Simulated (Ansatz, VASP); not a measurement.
# GaSb in two plane-wave programs, part 2 of 2

One calculation is typed for both programs; each brings its own data sets. How far apart do they land? The cell is taken from a series of runs on this material, whose earlier steps may have relaxed, scaled, displaced or heated it; both programs get it as it stands. Other levels of theory on this material are compared in a session of their own.

VASP 6.6.1 and Ansatz 0.2.0.

So far: Set-up; VASP: zone-centre phonons, PBEsol.

## 2. VASP: zone-centre phonons, PBEsol (continued)

Level of this step: PBEsol; plane waves and PAW (Ga_d, Sb) (VASP).

Numbers of over 12 decimals in the logs are rounded to 6 here.

From OUTCAR (step 2):

```text
ion  position               nearest neighbor table
   1  0.000  0.000  0.000-   2 2.56   2 2.56   2 2.56   2 2.56
   2  0.750  0.750  0.750-   1 2.56   1 2.56   1 2.56   1 2.56

  LATTYP: Found a trigonal (rhomboedric) cell.
 ALAT       =     4.1720905600
 COS(alpha) =     0.4998507349

 Subroutine GETGRP returns: Found  6 space group operations
 (whereof  6 operations were pure point group operations)

The static configuration has the point symmetry C_3v.

   k-points           NKPTS =   1728   k-points in BZ     NKDIM =   1728   number of bands    NBANDS=     15

   dimension x,y,z NGX =    30 NGY =   30 NGZ =   30
   dimension x,y,z NGXF=    60 NGYF=   60 NGZF=   60

   ENCUT  =  500.0 eV  36.75 Ry    6.06 a.u.   7.61  7.61  7.61*2*pi/ulx,y,z

   NELECT =      18.0000    total number of electrons

 k-points in reciprocal lattice and weights: Points of the shifted mesh
   0.04166667  0.04166667  0.04166667       0.001
   0.04166667  0.04166667  0.12500000       0.001
   0.04166667  0.04166667  0.20833333       0.001
   0.04166667  0.04166667  0.29166667       0.001
   0.04166667  0.04166667  0.37500000       0.001
   0.04166667  0.04166667  0.45833333       0.001
   0.04166667  0.04166667  0.54166667       0.001
   0.04166667  0.04166667  0.62500000       0.001
   0.04166667  0.04166667  0.70833333       0.001
[...]
0.95833333  0.95833333  0.87500000       0.001
   0.95833333  0.95833333  0.95833333       0.001

 average (electrostatic) potential at core
       1 -64.5824       2 -86.4435

  Total        2.2850030      2.2850030      2.2850030      0.0003433      0.0003433      0.0003433
  in kB       71.2777467     71.2777467     71.2777467      0.0107079      0.0107079      0.0107079
  external PRESSURE =      71.2777467 kB  Pullay stress =       0.0000000 kB

  energy-cutoff  :      500.00
  volume of cell :       51.36
      direct lattice vectors                 reciprocal lattice vectors
    -0.000440333  2.950113510  2.950113510    -0.169447063  0.169472358  0.169472358
     2.950113510 -0.000440333  2.950113510     0.169472358 -0.169447063  0.169472358
     2.950113510  2.950113510 -0.000440333     0.169472358  0.169472358 -0.169447063

 POSITION                                       TOTAL-FORCE (eV/Angst)
 -----------------------------------------------------------------------------------
      0.00015      0.00015      0.00015        -0.000714     -0.000714     -0.000714
      4.42469      4.42469      4.42469         0.000714      0.000714      0.000714
 -----------------------------------------------------------------------------------
    total drift:                               -0.000004     -0.000004     -0.000004

 Eigenvectors and eigenvalues of the dynamical matrix
 ----------------------------------------------------

   1 f  =    7.556876 THz    47.481253 2PiTHz  252.070254 cm-1    31.252714 meV
             X         Y         Z           dx          dy          dz
      0.000148  0.000148  0.000148    -0.031466   -0.547504    0.578970
      4.424692  4.424692  4.424692     0.023807    0.414238   -0.438045

   2 f  =    7.556876 THz    47.481253 2PiTHz  252.070254 cm-1    31.252714 meV
             X         Y         Z           dx          dy          dz
      0.000148  0.000148  0.000148    -0.650370    0.352435    0.297935
      4.424692  4.424692  4.424692     0.492066   -0.266651   -0.225416

   3 f  =    7.554538 THz    47.466561 2PiTHz  251.992255 cm-1    31.243044 meV
             X         Y         Z           dx          dy          dz
      0.000148  0.000148  0.000148     0.460411    0.460411    0.460411
      4.424692  4.424692  4.424692    -0.348360   -0.348360   -0.348360

   4 f/i=    0.000594 THz     0.003733 2PiTHz    0.019816 cm-1     0.002457 meV
             X         Y         Z           dx          dy          dz
      0.000148  0.000148  0.000148     0.348360    0.348360    0.348360
      4.424692  4.424692  4.424692     0.460411    0.460411    0.460411

   5 f/i=    0.000756 THz     0.004749 2PiTHz    0.025210 cm-1     0.003126 meV
             X         Y         Z           dx          dy          dz
      0.000148  0.000148  0.000148    -0.329324   -0.152641    0.481965
      4.424692  4.424692  4.424692    -0.435272   -0.201747    0.637019

   6 f/i=    0.000756 THz     0.004749 2PiTHz    0.025210 cm-1     0.003126 meV
             X         Y         Z           dx          dy          dz
      0.000148  0.000148  0.000148    -0.366390    0.468398   -0.102009
      4.424692  4.424692  4.424692    -0.484261    0.619087   -0.134826

 ELASTIC MODULI CONTR FROM IONIC RELAXATION (kBar)
 Direction    XX          YY          ZZ          XY          YZ          ZX
 --------------------------------------------------------------------------------
 XX          -0.0002     -0.0002     -0.0002      0.1517      0.1185      0.1560
 YY          -0.0002     -0.0002     -0.0002      0.1560      0.1517      0.1185
 ZZ          -0.0002     -0.0002     -0.0002      0.1185      0.1560      0.1517
 XY           0.1517      0.1560      0.1185   -398.4537      1.1662      1.1662
 YZ           0.1185      0.1517      0.1560      1.1662   -398.4537      1.1662
 ZX           0.1560      0.1185      0.1517      1.1662      1.1662   -398.4537
 --------------------------------------------------------------------------------
```

## 3. Ansatz: zone-centre phonons, PBEsol

Ansatz runs on its PAW soft_1 files.

The same cell, functional, mesh and smearing now go to Ansatz, which takes its cutoff from its data sets.

input.yaml

```yaml
crystal:
  lattice:
    - [-0.0004403326, 2.9501135103, 2.9501135103]
    - [2.9501135103, -0.0004403326, 2.9501135103]
    - [2.9501135103, 2.9501135103, -0.0004403326]
  atoms:
    - { symbol: Ga, position: [2.51196e-05, 2.51196e-05, 2.51196e-05] }
    - { symbol: Sb, position: [0.7499748804, 0.7499748804, 0.7499748804] }
kpoints:
  mp_grid: { grid: [12, 12, 12], shift: [0.5, 0.5, 0.5] }
hamiltonian:
  xc: pbesol
  pseudopotentials: { kind: paw, azcp: { folder: soft_1 }, xc_functional: pbe }
scf:
  occupations: { method: gaussian, width: 0.015 }
output:
  eigenvalues: true
phonons:
  method: dfpt
```

The run is started by

```sh
$ ansatz run input.yaml --threads 4 --pin off --max-ram 10240MiB --backend cpu --events-out ev --progress --plain --runs-dir out
```

The log of the run:

```text
Engine: ansatz 0.2.0, x86_64-unknown-linux-gnu
Pseudopotentials: kind: paw
Pseudopotential: Ga, paw, valence charge 13, recommended cutoff 420 eV (normal), soft_1/Ga.paw.azcp
Pseudopotential: Sb, paw, valence charge 15, recommended cutoff 420 eV (normal), soft_1/Sb.paw.azcp
Functional definition: PBEsol
  exchange = pbesol_x
  correlation = pbesol_c
Crystal: 2 atoms, lattice volume = 51.362 Å³
Basis set: ecut = 420 eV, 965 PW (Γ), exchange–correlation on 60×60×60 points (8 copies of the dense FFT grid, shifted against one another)
Bands: 18, of which v1, the nominal top of the filled ones, is band 14 counted from 1 (13 counted from 0)
Symmetry: 6 space group operations
k-points: 468 of 1728 (irreducible under 2 space group operations, time reversal used)
Non-local potential: Ga, projectors of the file, l = 0: 2, l = 1: 2, l = 2: 3, l = 3: 1
Non-local potential: Sb, projectors of the file, l = 0: 2, l = 1: 2, l = 2: 2, l = 3: 1
PAW form: soft (Blöchl's): semilocal exchange-correlation on the pseudo side does not see the compensation charge
PAW frozen core: Ga, regenerated for the run's functional, and the local potential with it (the file was generated under x = pbe(κ = 0.804, μ = 0.219515), c = pbe(β = 0.066725))
PAW frozen core: Sb, regenerated for the run's functional, and the local potential with it (the file was generated under x = pbe(κ = 0.804, μ = 0.219515), c = pbe(β = 0.066725))
PAW one-centre angular grid: Ga, 590 points (default); XC on 64 Gauss nodes
PAW one-centre angular grid: Sb, 590 points (default); XC on 64 Gauss nodes
Initial density: superposition of atomic densities (chi_scale 0.1, normalization cell, long waves kept (reshape's long-wave potential 0.00 eV rms))
Initial wavefunctions: pseudopotential atomic-orbital guess
Functional: x = pbesol(κ = 0.804, μ = 0.123457), c = pbesol(β = 0.046)
SCF iter   1: F=—  HF=-10151.589448 eV  |F-HF|=—  |Δ(HF+E_count)|=         —  Δρ=3.44e-2  dr2=4.48e-1  ethr=3.10e-3  ⟨swp⟩=6.1  Hψ=47045  notcnv=0
preconditioner: auto → none  [insulator: Δε(μ)=0.650 eV  Ē_g=15.198 eV  σ=0.015 eV  W_gap=1.00  n_scr=14 (ndim 8)  ℏωp=22.0 eV  f_vac=0.000  D(μ)=0.00/eV (n_scr^D=0)  ε∞_Penn≈3.1]
SCF iter   2: F=—  HF=-10151.510206 eV  |F-HF|=—  |Δ(HF+E_count)|=   7.92e-2  Δρ=1.59e-2  dr2=7.45e-2  ethr=1.60e-3  ⟨swp⟩=2.0  Hψ=14042  notcnv=0
SCF iter   3: F=—  HF=-10151.509561 eV  |F-HF|=—  |Δ(HF+E_count)|=   6.45e-4  Δρ=4.83e-3  dr2=1.03e-2  ethr=2.66e-4  ⟨swp⟩=2.0  Hψ=14511  notcnv=0
SCF iter   4: F=—  HF=-10151.505029 eV  |F-HF|=—  |Δ(HF+E_count)|=   4.53e-3  Δρ=8.56e-4  dr2=2.52e-4  ethr=3.69e-5  ⟨swp⟩=3.9  Hψ=18755  notcnv=0
SCF iter   5: F=—  HF=-10151.504951 eV  |F-HF|=—  |Δ(HF+E_count)|=   7.81e-5  Δρ=3.84e-4  dr2=2.55e-5  ethr=8.99e-7  ⟨swp⟩=2.0  Hψ=14513  notcnv=0
SCF iter   6: F=—  HF=-10151.504955 eV  |F-HF|=—  |Δ(HF+E_count)|=   4.15e-6  Δρ=3.07e-5  dr2=3.50e-7  ethr=9.11e-8  ⟨swp⟩=2.9  Hψ=17875  notcnv=0
SCF iter   7: F=—  HF=-10151.504956 eV  |F-HF|=—  |Δ(HF+E_count)|=   7.19e-7  Δρ=6.87e-6  dr2=1.73e-8  ethr=1.25e-9  ⟨swp⟩=2.0  Hψ=12794  notcnv=0
SCF iter   8: F=—  HF=-10151.504956 eV  |F-HF|=—  |Δ(HF+E_count)|=   1.13e-8  Δρ=1.11e-6  dr2=4.09e-10  ethr=6.18e-11  ⟨swp⟩=2.0  Hψ=10456  notcnv=0
SCF iter   9: F=-10151.504956 eV  HF=-10151.504956 eV  |F-HF|=0.00e0  |Δ(HF+E_count)|=  1.31e-10  Δρ=1.64e-7  dr2=7.16e-12  ethr=1.00e-12  ⟨swp⟩=5.1  Hψ=47879  notcnv=0
SCF 1 converged in 9 iterations: F = -10151.504956 eV  dr2 = 7.16e-12
  greatest PAW one-centre occupation: 0.995 electrons in one spin orbital (limit 2), on the Sb atom at site 1 (counted from 0), in its partial waves of l = 2
DFPT response loops at Γ: preconditioner auto → none (the input reference at scf.mixing.eps_inf says where Resta's filter doesn't serve); β = 0.50; Broyden in place of MSR1
SCF converged after 9 iterations
Free energy (F): -10151.504956 eV
Harris-Foulkes:  -10151.504956 eV  (|F-HF|=0.00e0)
Internal energy: -10151.504956 eV  (E = F + TS)
E sigma→0 (E₀):  -10151.504956 eV
Fermi energy:    9.462827 eV
--- Per-component energies (eV) ---
  E_band       = -226.690306
  E_kinetic    = 278.917756
  E_local      = -3235.404320  (includes V_loc(G=0)·N_el)
  E_nonlocal   = 300.718663
  E_hartree    = 1672.355396
  E_xc         = -161.791211
  E_vxc        = -147.953506  (∫ρ·V_xc dr)
  E_paw        = -6421.721077  (= ΣΔE_a)
  E_vpaw       = -767.679628  (= ΣTr[D̂ρ^β])
  E_aug_tail   = -0.000080  (compensation charges beyond the density's cutoff)
  E_ewald      = -2585.774917
  E_core_change = 1.194834  (= ΣΔE_core)
  E_smearing   = -0.000000  (= −TS)
  E_closure    = -0.000000  (closes the sum)
  Σ components = -10151.504956   (vs F -10151.504956, Δ=0.00e0)
--- Band table (eV; the first three rows and the last of 468) ---
  k-point 0: bands = [... 10 lower, -3.1098, 8.7333, 9.1416, 9.1416, 10.2772, 11.9684, 11.9684, 11.9934]
  k-point 1: bands = [... 10 lower, -3.0010, 7.6439, 8.7081, 9.0755, 10.7324, 12.0702, 12.1553, 12.6844]
  k-point 2: bands = [... 10 lower, -2.7346, 6.1315, 8.2988, 8.7789, 10.6303, 12.4439, 12.6983, 13.7627]
  k-point 467: bands = [... 10 lower, -1.1975, 2.2346, 7.6434, 7.7990, 9.9834, 12.8304, 12.9876, 15.5544]
--- Phonons (Γ-DFPT): 2 representative perturbations + reference, on 468 of 1728 k-points (Σ response iterations 6) ---
  k mesh reduced under 2 symmetry operations, with k and −k counted as one. Each operation leaves every solved perturbation unchanged. A smaller set is not used because it would not reduce the number of displacements times k-points to solve
  ASR residual: 4.018e-5 → 0.000e0 eV/Å²; symmetrization residual: 4.915e-6 eV/Å²
  ASR residual per site (eV/Å²): 1.71e-5 4.02e-5
  Γ frequencies (cm⁻¹): 0.00 0.00 0.00 250.64 250.70 250.70
  non-analytic LO–TO correction: not included (Born effective charges unavailable; polar crystals: no LO–TO splitting at Γ)
```

Reading the cycles: dr2 is the Hartree energy of the density residual (eV), the measure of convergence; HF is the Harris–Foulkes estimate of the energy, which meets the free energy F at convergence.

## 4. Comparison

Known differences besides the potentials themselves: the data sets hold 28 valence electrons in Ansatz (on its PAW soft_1 files) and 18 in VASP; the cutoff is 420 eV in Ansatz and 500 eV in VASP; Ansatz makes its cores anew for this functional, VASP keeps those of its PBE data sets. Total energies have different zeros and are not compared.

The two programs side by side:

```csv
quantity,Ansatz,VASP,difference
optical mode 1 to 3 (cm⁻¹),250.6,252.0,-0.54 %
```

Modes are paired by rising frequency, not by their patterns, so a pair may set unlike modes beside each other; they are those without the splitting of longitudinal modes.

## 5. Outcome

| Item | Value |
| --- | --- |
| r.m.s. difference of the optical zone-centre modes, each program's sorted by frequency (zone-centre phonons, PBEsol) | 1.4 cm⁻¹ |
| difference in optical mode 1 to 3 (zone-centre phonons, PBEsol) | -0.5 % |

The r.m.s. difference of the optical zone-centre modes, each program's sorted by frequency is 1.4 cm⁻¹ (zone-centre phonons, PBEsol). The data sets hold unlike numbers of valence electrons (28 in Ansatz and 18 in VASP), so part of the differences comes from the potentials. Among the rows given in per cent, the largest difference of the zone-centre phonons, PBEsol pair is in optical mode 1 to 3, -0.5 %. 3 further runs of this series are not shown here. How closely two codes agree says nothing of how well the functional describes the real material.

[Lines on the potential files, build, host, timing and source positions are cut from VASP's logs without a mark.]

[Logs are printed without paths, hosts, clocks, repeated set-up lines and the standing remarks that a program may print on its own settings, such as how far it seeks lower states.]

[Hosts, paths, dates, database ids (printed as entryN), source tags and the programs' standing remarks are cut or masked in the printed files.]
